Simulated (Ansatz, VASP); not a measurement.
# Ru8Se (Ru(0001)-(2x1)-Se, fcc site) in two plane-wave programs

One calculation is typed for both programs; each brings its own data sets. How far apart do they land? Of the first pair: The structure shown is the start of the Ansatz relaxation below; VASP solves that cell, so the two are compared at the walk's first step.

Calculated with Ansatz 0.2.0; plane waves, with VASP 6.6.1 beside it; single point at PBE with D3(BJ).

**1. The structure**

The cell holds 9 atoms: 8 Ru and 1 Se. Cell: a = 5.400 Å, b = 2.700 Å, c = 25.635 Å, α = 90.0°, β = 90.0°, γ = 60.0°. Vacuum lies along c.

**2. Ansatz: relaxation, PBE with D3(BJ)**

Ansatz runs on its default PAW (the set named soft_2) files.

The two programs are compared at the cell with which this relaxation starts, whose forces are those of its first step.

input.yaml

```yaml
crystal:
  lattice:
    - [5.4, 0.0, 0.0]
    - [1.35, 2.3382685902, 0.0]
    - [0.0, 0.0, 25.6352504499]
  atoms:
    - { symbol: Ru, position: [0.33333333, 0.66666667, 0.3315746814] }
    - { symbol: Ru, position: [0.83333333, 0.66666667, 0.3315746814] }
    - { symbol: Ru, position: [0.0, 0.0, 0.4149910695] }
    - { symbol: Ru, position: [0.5, 0.0, 0.4149910695] }
    - { symbol: Ru, position: [0.33333333, 0.66666667, 0.4984074575] }
    - { symbol: Ru, position: [0.83333333, 0.66666667, 0.4984074575] }
    - { symbol: Ru, position: [0.0, 0.0, 0.5818238456] }
    - { symbol: Ru, position: [0.5, 0.0, 0.5818238456] }
    - { symbol: Se, position: [0.1666666667, 0.3333333333, 0.6684253186] }
kpoints:
  mp_grid: { grid: [6, 12, 1] }
hamiltonian:
  xc: pbe
  dispersion: d3bj
scf:
  occupations: { method: fermi_dirac, width: 0.1 }
  convergence: { dr2_threshold: 1.0e-08 }
efield:
  axis: 3
  dipole_correction: true
  ramp_position: 0.97
  ramp_width: 0.06
relax:
  f_tol: 0.015
  max_steps: 90
  constraints: [{ sites: [0, 1, 2, 3] }]
output:
  write_potential: true
  write_density: true
  volumetric_format: npy
```

Started as:

```
$ ansatz run input.yaml --threads 4 --pin off --max-ram 6144MiB --backend cpu --events-out ev --progress --plain --runs-dir out
```

Numbers of over 12 decimals in the logs are rounded to 6 here.

Log:

```text
Engine: ansatz 0.2.0, x86_64-unknown-linux-gnu
Pseudopotentials: kind: paw
Pseudopotential: Ru, paw, valence charge 16, recommended cutoff 420 eV (normal), Ru.paw.azcp
Pseudopotential: Se, paw, valence charge 16, recommended cutoff 420 eV (normal), Se.paw.azcp
Functional definition: PBE
  parameter kappa = 0.804
  parameter beta = 0.066725
  exchange = pbe_x(kappa = kappa, mu = beta*pi^2/3)
  correlation = pbe_c(beta = beta)
Crystal: 9 atoms, lattice volume = 323.687 Å³
Basis set: ecut = 420 eV, 6327 PW (Γ), exchange–correlation on 80×40×360 points (8 copies of the dense FFT grid, shifted against one another)
Bands: 87, of which v1, the nominal top of the filled ones, is band 72 counted from 1 (71 counted from 0)
Symmetry: 2 space group operations
Space group: Pm (ITA 6), of the structure as read, at distance tolerance 6.9e-5 Å
k-points: 25 of 72 (time reversal used)
Non-local potential: Ru, projectors of the file, l = 0: 3, l = 1: 2, l = 2: 2, l = 3: 1
Non-local potential: Se, projectors of the file, l = 0: 2, l = 1: 2, l = 2: 3, l = 3: 1
PAW form: soft (Blöchl's): semilocal exchange-correlation on the pseudo side does not see the compensation charge
PAW one-centre angular grid: Ru, 590 points (default); XC on 64 Gauss nodes
PAW one-centre angular grid: Se, 590 points (default); XC on 64 Gauss nodes
Initial density: superposition of atomic densities (neutral atoms: chi_scale 0, normalization atom), corrected by the library's trained network
Initial wavefunctions: pseudopotential atomic-orbital guess
Functional: x = pbe(κ = 0.804, μ = 0.219515), c = pbe(β = 0.066725)
SCF iter   1: F=—  HF=-52500.373895 eV  |F-HF|=—  |Δ(HF+E_count)|=         —  Δρ=1.66e-2  dr2=1.26e1  ethr=1.77e-3  p=0.073 e·Å  D=4.08e-2 V/Å  ΔV_dip=-1.05 eV  dr2_dipole=4.52e0  V_vac-E_F(+/−)=3.82/4.87 eV  ⟨swp⟩=7.4  Hψ=9044  notcnv=0  defer=2
efield: sawtooth ramp at fractional position 0.9700 (set: `efield.ramp_position`, or a place that a band, a saddle search or an elastic batch's reference lends), width 0.0600; the density the first Hamiltonian is built on has a dipole p = 0.073 e·Å; the dipole correction subtracts the counter field D = 4.08e-2 V/Å, which shifts the + side's vacuum level by -1.05 eV against the − side's; the planar-averaged density in the ramp window peaks in size at 5.3e-6 e/Å³
preconditioner: auto → LDOS  [metal: Δε(μ)=0.006 eV  Ē_g=5.098 eV  σ=0.100 eV  W_gap=0.02  n_scr=62 (ndim 8)  ℏωp=17.3 eV  f_vac=0.552  D(μ)=9.03/eV (n_scr^D=48)  β→1.0]
SCF iter   2: F=—  HF=-52500.156447 eV  |F-HF|=—  |Δ(HF+E_count)|=   2.17e-1  Δρ=5.60e-3  dr2=2.91e-1  ethr=1.77e-3  p=0.010 e·Å  D=5.51e-3 V/Å  ΔV_dip=-0.14 eV  dr2_dipole=1.07e-2  V_vac-E_F(+/−)=4.80/4.94 eV  ⟨swp⟩=2.2  Hψ=2767  notcnv=0  defer=5
SCF iter   3: F=—  HF=-52500.148244 eV  |F-HF|=—  |Δ(HF+E_count)|=   8.20e-3  Δρ=1.40e-3  dr2=1.44e-2  ethr=2.02e-4  p=0.034 e·Å  D=1.89e-2 V/Å  ΔV_dip=-0.48 eV  dr2_dipole=2.92e-3  V_vac-E_F(+/−)=4.55/5.04 eV  ⟨swp⟩=2.1  Hψ=3424  notcnv=0  defer=5
SCF iter   4: F=—  HF=-52500.146469 eV  |F-HF|=—  |Δ(HF+E_count)|=   1.78e-3  Δρ=4.34e-4  dr2=1.83e-3  ethr=1.00e-5  p=0.027 e·Å  D=1.52e-2 V/Å  ΔV_dip=-0.39 eV  dr2_dipole=2.66e-5  V_vac-E_F(+/−)=4.63/5.02 eV  ⟨swp⟩=2.9  Hψ=3725  notcnv=0  defer=5
SCF iter   5: F=—  HF=-52500.146195 eV  |F-HF|=—  |Δ(HF+E_count)|=   2.74e-4  Δρ=9.70e-5  dr2=3.83e-5  ethr=1.27e-6  p=0.028 e·Å  D=1.59e-2 V/Å  ΔV_dip=-0.41 eV  dr2_dipole=1.30e-6  V_vac-E_F(+/−)=4.62/5.03 eV  ⟨swp⟩=2.6  Hψ=3398  notcnv=0  defer=5
SCF iter   6: F=—  HF=-52500.146199 eV  |F-HF|=—  |Δ(HF+E_count)|=   4.26e-6  Δρ=3.32e-5  dr2=5.60e-6  ethr=2.66e-8  p=0.029 e·Å  D=1.61e-2 V/Å  ΔV_dip=-0.41 eV  dr2_dipole=3.68e-8  V_vac-E_F(+/−)=4.62/5.04 eV  ⟨swp⟩=2.9  Hψ=4076  notcnv=0  defer=5
SCF iter   7: F=—  HF=-52500.146188 eV  |F-HF|=—  |Δ(HF+E_count)|=   1.10e-5  Δρ=1.11e-5  dr2=9.13e-7  ethr=3.89e-9  p=0.029 e·Å  D=1.62e-2 V/Å  ΔV_dip=-0.42 eV  dr2_dipole=4.55e-8  V_vac-E_F(+/−)=4.62/5.04 eV  ⟨swp⟩=2.8  Hψ=3679  notcnv=0  defer=5
SCF iter   8: F=—  HF=-52500.146189 eV  |F-HF|=—  |Δ(HF+E_count)|=   5.23e-7  Δρ=4.36e-6  dr2=1.09e-7  ethr=6.34e-10  p=0.029 e·Å  D=1.62e-2 V/Å  ΔV_dip=-0.42 eV  dr2_dipole=1.28e-8  V_vac-E_F(+/−)=4.62/5.04 eV  ⟨swp⟩=2.6  Hψ=3453  notcnv=0  defer=5
SCF iter   9: F=-52500.146189 eV  HF=-52500.146189 eV  |F-HF|=7.65e-8  |Δ(HF+E_count)|=   1.01e-7  Δρ=1.49e-6  dr2=9.93e-9  ethr=6.94e-12  p=0.029 e·Å  D=1.63e-2 V/Å  ΔV_dip=-0.42 eV  dr2_dipole=7.56e-10  V_vac-E_F(+/−)=4.62/5.04 eV  ⟨swp⟩=8.4  Hψ=17586  notcnv=0
SCF 1 converged in 9 iterations: F = -52500.146189 eV  dr2 = 9.93e-9
  greatest PAW one-centre occupation: 1.000 electrons in one spin orbital (limit 2), on the Se atom at site 8 (counted from 0), in its partial waves of l = 2
[...]
SCF 6 converged in 6 iterations: F = -52500.429130 eV  dr2 = 3.46e-9
relax step   6: F+E_penalty+E_count = -52500.42913000 eV  Δ(F+E_penalty+E_count) = -3.727e-5 eV  max|allowed force component| = 7.547e-3 eV/Å  Δτ_max = 0.0058 Å  (6 SCF iters, accepted)
NSCF: frozen V_eff on 25 k-points
the band table was solved once a step of the walk had ended and its energy, with any forces and stress, was formed, with the checks that follow a solve (9617 applications of the Hamiltonian). They found nothing against the state; the energy, forces and stress were not computed again (output.eigenvalues in the input reference)
WARN: The output density's exchange-correlation potential varies sharply where the density is thin. Do not read a vacuum level from v_tot or v_xc, or from such a field of the output density. On a cell that repeats whose density bears no net charge and no dipole along the vacuum's axis use v_es (v_loc + v_h of the components); under efield.dipole_correction with no amplitude use v_es + v_field, which holds any externa [...]
SCF converged after 6 iterations
Free energy (F): -52500.429130 eV
Harris-Foulkes:  -52500.429130 eV  (|F-HF|=1.98e-8)
Internal energy: -52500.137329 eV  (E = F + TS)
E sigma→0 (E₀):  -52500.283230 eV
Entropy (-TS):   -0.291801 eV (-32.422 meV/atom)
Fermi energy:    5.792347 eV
Dipole field:    D = 0.024412 V/Å  (p = 0.043668 e·Å, saw-weighted, corrected)
Work function:   Φ+ = 4.4241 eV   Φ− = 5.0499 eV
Levels:          The Fermi level and band energies are counted from a zero that moves with the ramp; work functions are not
--- Per-component energies (eV) ---
  E_band       = -3116.976629
  E_kinetic    = 4231.416507
  E_local      = -259809.697355  (includes V_loc(G=0)·N_el)
  E_nonlocal   = 2153.537206
  E_hartree    = 126935.967263
  E_xc         = -1625.924206
  E_vxc        = -2008.237413  (∫ρ·V_xc dr)
  E_paw        = -29599.264836  (= ΣΔE_a)
  E_vpaw       = -1557.864584  (= ΣTr[D̂ρ^β])
  E_aug_tail   = -0.002160  (compensation charges beyond the density's cutoff)
  E_efield     = 0.000533  (sawtooth field / dipole correction)
  E_vefield    = 1.945672  (∫n·V_field dr)
  E_ewald      = 105218.072465
  E_disp       = -4.242746  (pairwise vdW)
  E_smearing   = -0.291801  (= −TS)
  E_closure    = 0.000000  (closes the sum)
  Σ components = -52500.429130   (vs F -52500.429130, Δ=0.00e0)
--- Forces (eV/Å), atoms counted from 1 ---
  atom   1  Ru    -0.01244301     0.00718397     0.65554979
  atom   2  Ru     0.01195124    -0.00690005     0.58282063
  atom   3  Ru     0.02769133    -0.01598760    -0.72087449
  atom   4  Ru    -0.02587443     0.01493861    -0.51856347
  atom   5  Ru    -0.00569623     0.00328872     0.00055492
  atom   6  Ru     0.00528750    -0.00305274    -0.00010965
  atom   7  Ru    -0.00754719     0.00435737    -0.00456528
  atom   8  Ru     0.00399514    -0.00230660     0.00126091
  atom   9  Se     0.00263526    -0.00152147     0.00394372
  max |Σ_I F_I| component: 1.71e-5 eV/Å
--- Band table (eV; the first three rows and the last of 25) ---
  k-point 0: bands = [... 68 lower, 5.0304, 5.6184, 5.8590, 5.8815, 5.9635, 6.6133, 6.6288, 6.6542, ... 11 higher]
  k-point 1: bands = [... 68 lower, 4.8365, 5.3484, 5.5350, 5.7146, 5.8198, 6.0266, 6.2725, 6.6260, ... 11 higher]
  k-point 2: bands = [... 68 lower, 4.6688, 4.7769, 4.9222, 5.1812, 5.2797, 5.7145, 6.1069, 6.1991, ... 11 higher]
  k-point 24: bands = [... 68 lower, 5.0572, 5.3463, 5.8245, 5.8601, 6.0152, 6.2302, 6.6642, 6.8063, ... 11 higher]
--- Relaxed structure (6 steps of the walk, 6 accepted, 0 SCFs on fresh bases) ---
  F+E_penalty+E_count = -52500.42913000 eV   max|allowed force component| = 7.547e-3 eV/Å
  atoms:
    - { symbol: Ru, position: [0.33333333, 0.66666667, 0.3315746814] }
    - { symbol: Ru, position: [0.833333, 0.666667, 0.3315746814] }
    - { symbol: Ru, position: [0.0, 0.0, 0.414991] }
    - { symbol: Ru, position: [0.5, 0.0, 0.414991] }
    - { symbol: Ru, position: [0.334187, 0.665813, 0.498433] }
    - { symbol: Ru, position: [0.835061, 0.664939, 0.497118] }
    - { symbol: Ru, position: [-0.000998487, 0.000998487, 0.580471] }
    - { symbol: Ru, position: [0.498247, 0.00175271, 0.579356] }
    - { symbol: Se, position: [0.196277, 0.303723, 0.657281] }
```

Reading the cycles: dr2 is the Hartree energy of the density residual (eV), the measure of convergence; HF is the Harris–Foulkes estimate of the energy, which meets the free energy F at convergence.

**3. VASP: single point, PBE with D3(BJ), start cell, pair 1**

The same cell, functional, mesh and smearing now go to VASP, with its own data sets.

Lines of VASP's logs that name or quote its potential files are left out, and so is its time.

INCAR

```
SYSTEM = Ru8Se
PREC = Accurate
ENCUT = 400
EDIFF = 1E-06
NELM = 120
ISMEAR = -1
SIGMA = 0.1
LREAL = .FALSE.
ALGO = Normal
GGA = PE
IVDW = 12
NBANDS = 73
LASPH = .TRUE.
LORBIT = 11
LWAVE = .FALSE.
LCHARG = .FALSE.
ISIF = 2
LDIPOL = .TRUE.
IDIPOL = 3
DIPOL = 0.5 0.5 0.479
LVHAR = .TRUE.
GGA_COMPAT = .FALSE.
NELMDL = -8
KPAR = 2
```

POSCAR

```
Ru8Se
1.0
    5.4000000000      0.0000000000      0.0000000000
    1.3500000000      2.3382685902      0.0000000000
    0.0000000000      0.0000000000     25.6352504499
Ru Se
8 1
Direct
    0.3333333041      0.6666667398      0.3315746814
    0.8333333041      0.6666667398      0.3315746814
    1.0000000000      0.0000000439      0.4149910695
    0.5000000000      0.0000000439      0.4149910695
    0.3333333041      0.6666667398      0.4984074575
    0.8333333041      0.6666667398      0.4984074575
    1.0000000000      0.0000000439      0.5818238456
    0.5000000000      0.0000000439      0.5818238456
    0.1666666521      0.3333333918      0.6684253011
```

KPOINTS

```
Automatic mesh
0
Gamma
6 12 1
0 0 0
```

PAW data sets: Ru_pv and Se (PBE family, release 64).

Started as:

```
$ mpirun -np 2 vasp_std
```

Log:

```text
[banner, memory and clock lines left out]
running    2 mpi-ranks, on    1 nodes
 distrk:  each k-point on    1 cores,    2 groups
 distr:  one band on    1 cores,    1 groups

 POSCAR found type information on POSCAR RuSe
 POSCAR found :  2 types and       9 ions
 LDA part: xc-table for (Slater+PW92), standard interpolation
 POSCAR, INCAR and KPOINTS ok, starting setup
 FFT: planning ... GRIDC
 FFT: planning ... GRID_SOFT
 FFT: planning ... GRID
 WAVECAR not read
 entering main loop
       N       E                     dE             d eps       ncg     rms          rms(c)
DAV:   1     0.102038626790E+04    0.10204E+04   -0.66123E+04  4874   0.125E+03
DAV:   2    -0.418921745338E+02   -0.10623E+04   -0.10215E+04  4162   0.403E+02
DAV:   3    -0.789553787499E+02   -0.37063E+02   -0.35218E+02  4372   0.702E+01
DAV:   4    -0.800976225698E+02   -0.11422E+01   -0.11329E+01  4204   0.103E+01
DAV:   5    -0.801655579177E+02   -0.67935E-01   -0.67917E-01  5003   0.209E+00
DAV:   6    -0.801668336278E+02   -0.12757E-02   -0.12756E-02  4451   0.290E-01
DAV:   7    -0.801669140868E+02   -0.80459E-04   -0.80458E-04  4972   0.530E-02
DAV:   8    -0.801669194771E+02   -0.53904E-05   -0.53904E-05  3755   0.941E-03    0.327E+01
DAV:   9    -0.772218474289E+02    0.29451E+01   -0.21494E+01  4133   0.249E+01    0.158E+01
DAV:  10    -0.180035806025E+03   -0.10281E+03   -0.19761E+02  4823   0.902E+01    0.744E+01
DAV:  11    -0.955037360468E+02    0.84532E+02   -0.34017E+02  4943   0.541E+01    0.411E+01
DAV:  12    -0.794059102526E+02    0.16098E+02   -0.11425E+02  4677   0.274E+01    0.186E+01
DAV:  13    -0.750405421434E+02    0.43654E+01   -0.17025E+01  4394   0.159E+01    0.458E+00
DAV:  14    -0.748443201368E+02    0.19622E+00   -0.24438E+00  4434   0.872E+00    0.350E+00
[...]
DAV:  30    -0.747368616107E+02   -0.66089E-04   -0.13500E-05  3389   0.159E-02    0.545E-03
DAV:  31    -0.747368658811E+02   -0.42704E-05   -0.15490E-06  2770   0.430E-03    0.330E-03
DAV:  32    -0.747368707392E+02   -0.48580E-05   -0.36052E-07  2258   0.203E-03    0.186E-03
DAV:  33    -0.747368800771E+02   -0.93380E-05   -0.49911E-07  2315   0.288E-03    0.349E-03
DAV:  34    -0.747368844997E+02   -0.44225E-05   -0.25171E-07  2196   0.233E-03    0.189E-03
DAV:  35    -0.747368882129E+02   -0.37132E-05   -0.26915E-07  2307   0.188E-03    0.410E-04
DAV:  36    -0.747368899061E+02   -0.16932E-05   -0.10328E-07  2204   0.100E-03    0.489E-04
DAV:  37    -0.747368903040E+02   -0.39790E-06   -0.24240E-08  1992   0.441E-04
   1 F= -.78915285E+02 E0= -.78765005E+02  d E =-.300561E+00
```

Parts of OUTCAR (step 3):

```text
ion  position               nearest neighbor table
   1  0.333  0.667  0.332-   3 2.65   4 2.65   4 2.65   2 2.70   2 2.70   2 2.70   2 2.70
   2  0.833  0.667  0.332-   4 2.65   3 2.65   3 2.65   1 2.70   1 2.70   1 2.70   1 2.70
   3  0.000  0.000  0.415-   5 2.65   1 2.65   6 2.65   6 2.65   2 2.65   2 2.65   4 2.70   4 2.70
                             4 2.70   4 2.70
   4  0.500  0.000  0.415-   6 2.65   2 2.65   5 2.65   5 2.65   1 2.65   1 2.65   3 2.70   3 2.70
                             3 2.70   3 2.70
   5  0.333  0.667  0.498-   3 2.65   7 2.65   4 2.65   4 2.65   8 2.65   8 2.65   6 2.70   6 2.70
                             6 2.70   6 2.70
   6  0.833  0.667  0.498-   4 2.65   8 2.65   3 2.65   3 2.65   7 2.65   7 2.65   5 2.70   5 2.70
                             5 2.70   5 2.70
   7  0.000  0.000  0.582-   5 2.65   6 2.65   6 2.65   8 2.70   8 2.70   8 2.70   8 2.70   9 2.71
                             9 2.71
   8  0.500  0.000  0.582-   6 2.65   5 2.65   5 2.65   7 2.70   7 2.70   7 2.70   7 2.70   9 2.71

  LATTYP: Found a simple orthorhombic cell.
 ALAT       =     2.7000000000
 B/A-ratio  =     1.7320508076
 C/A-ratio  =     9.4945372037

 Subroutine GETGRP returns: Found  2 space group operations
 (whereof  2 operations were pure point group operations)

The static configuration has the point symmetry C_1h.

 Found     25 irreducible k-points:

   k-points           NKPTS =     25   k-points in BZ     NKDIM =     25   number of bands    NBANDS=     73

   dimension x,y,z NGX =    36 NGY =   18 NGZ =  168
   dimension x,y,z NGXF=    72 NGYF=   36 NGZF=  336

   ENCUT  =  400.0 eV  29.40 Ry    5.42 a.u.   8.81  4.40 41.80*2*pi/ulx,y,z

   NELECT =     118.0000    total number of electrons

 k-points in reciprocal lattice and weights: Automatic mesh
   0.00000000  0.00000000  0.00000000       0.014
   0.16666667  0.00000000  0.00000000       0.028
   0.33333333  0.00000000  0.00000000       0.028
   0.50000000  0.00000000  0.00000000       0.014
   0.00000000  0.08333333  0.00000000       0.056
   0.33333333  0.08333333  0.00000000       0.056
   0.50000000  0.08333333  0.00000000       0.056
   0.00000000  0.16666667  0.00000000       0.056
   0.16666667  0.16666667  0.00000000       0.028
[...]
0.33333333  0.50000000  0.00000000       0.028
   0.50000000  0.50000000  0.00000000       0.014

 dipolmoment           0.000000      0.000000     -0.028716 electrons x Angstroem

 average (electrostatic) potential at core
       1 -77.9419       2 -77.9477       3 -78.4489       4 -78.4313       5 -78.4594
       6 -78.3493       7 -78.1694       8 -78.0737       9 -57.2090

 E-fermi :   1.7702

 k-point     1 :       0.0000    0.0000    0.0000
  band No.  band energies     occupation
    ...
     54       0.9049      1.99965
     55       0.9112      1.99963
     56       0.9485      1.99946
     57       1.7183      1.25380
     58       1.8743      0.52161
     59       1.9080      0.40265
     60       1.9767      0.22504
     61       2.5052      0.00128
     62       2.6194      0.00041
     63       2.6388      0.00034
    ...

 k-point     2 :       0.1667    0.0000    0.0000
  band No.  band energies     occupation
    ...
     56       0.8405      1.99982
     57       1.5138      1.85700
     58       1.6400      1.57234
     59       1.6729      1.45134
     60       1.8471      0.63308
     61       2.0226      0.14835
     62       2.6077      0.00046
     63       2.6189      0.00041
     64       2.8743      0.00003
     65       2.8762      0.00003
    ...

 k-point     3 :       0.3333    0.0000    0.0000
  band No.  band energies     occupation
    ...
     57       0.9214      1.99959
     58       1.1459      1.99612
     59       1.3656      1.96561
     60       1.4258      1.93806
     61       1.7141      1.27332
     62       2.0685      0.09634
     63       2.1045      0.06824
     64       2.1434      0.04677
     65       2.3423      0.00653
     66       2.5743      0.00064
    ...

 Edisp (eV)   -4.17840

  Total      -6.37608    -5.08625   -10.30503     1.11703    -0.44326     0.76775
  in kB     -31.56013   -25.17577   -51.00753     5.52902    -2.19404     3.80018
  external pressure =      -35.91 kB  Pullay stress =        0.00 kB

  energy-cutoff  :      400.00
  volume of cell :      323.69
      direct lattice vectors                 reciprocal lattice vectors
     5.400000000  0.000000000  0.000000000     0.185185185 -0.106916717  0.000000000
     1.350000000  2.338268590  0.000000000     0.000000000  0.427666866  0.000000000
     0.000000000  0.000000000 25.635250450     0.000000000  0.000000000  0.039008786

 POSITION                                       TOTAL-FORCE (eV/Angst)
 -----------------------------------------------------------------------------------
      2.70000      1.55885      8.50000        -0.019782      0.011421      0.605285
      5.40000      1.55885      8.50000         0.019570     -0.011299      0.614039
      0.00000      0.00000     10.63840        -0.049254      0.028437     -0.504889
      2.70000      0.00000     10.63840        -0.013504      0.007797     -0.349682
      2.70000      1.55885     12.77680         0.073479     -0.042423      0.606837
      5.40000      1.55885     12.77680         0.070572     -0.040745      0.306538
      0.00000      0.00000     14.91520         0.010615     -0.006128      0.138907
      2.70000      0.00000     14.91520        -0.454686      0.262513      0.117847
      1.35000      0.77942     17.13525         0.362991     -0.209573     -1.534882
 -----------------------------------------------------------------------------------
    total drift:                               -0.000448     -0.000775     -0.002264

  FREE ENERGIE OF THE ION-ELECTRON SYSTEM (eV)
  ---------------------------------------------------
  free  energy   TOTEN  =       -78.9152853124 eV

  energy  without entropy=      -78.6147239793  energy(sigma->0) =      -78.76500465

 vacuum level on the upper side and lower side of the slab         6.396         6.807

 total charge
# of ion       s       p       d       tot
------------------------------------------
    1        0.388   6.216   5.941  12.545
    2        0.387   6.217   5.940  12.544
    3        0.406   6.317   5.936  12.659
    4        0.406   6.317   5.939  12.661
    5        0.405   6.321   5.933  12.659
    6        0.406   6.320   5.953  12.678
    7        0.371   6.262   5.967  12.600
    8        0.372   6.245   5.951  12.567
    9        1.500   2.165   0.051   3.717
--------------------------------------------------
tot          4.640  52.380  47.611 104.630

[... 3 further parts left out ...]
```

This run has no spin polarisation, so a moment on Ru, if there is one, isn't seen.

[end of part 1 of 2]

[Lines on the potential files, build, host, timing and source positions are cut from VASP's logs without a mark.]

[Logs are printed without paths, hosts, clocks, repeated set-up lines and the standing remarks that a program may print on its own settings, such as how far it seeks lower states.]

[Hosts, paths, dates, database ids (printed as entryN), source tags and the programs' standing remarks are cut or masked in the printed files.]
